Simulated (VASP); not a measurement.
Data:

```
AlN
1.0
    0.00000     2.19382     2.19382
    2.19382     0.00000     2.19382
    2.19382     2.19382     0.00000
Al N
1 1
Cartesian
  0.00000   0.00000   0.00000
  3.29073   3.29073   3.29073
```

Calculation: PBE GGA, VASP's PBE PAW potentials (set 64) (plane waves; VASP 6.6.1). Run with 400 eV cut-off, 9×9×9 Γ-centred mesh, Fermi-Dirac smearing of 0.050 eV, potentials Al N.

At this cut-off the stress carries a Pulay error, which pulls relaxed volumes low.

Estimate the energy per atom (σ→0), pressure.

The energy per atom (σ→0) is -7.423 eV/atom and the pressure is -1.63 GPa.

The absolute energy has meaning only against runs of the same code, potentials and settings.

The structure comes from a computed database's AlN entry; how it stands against other phases isn't given here. The cell was not relaxed at this level.
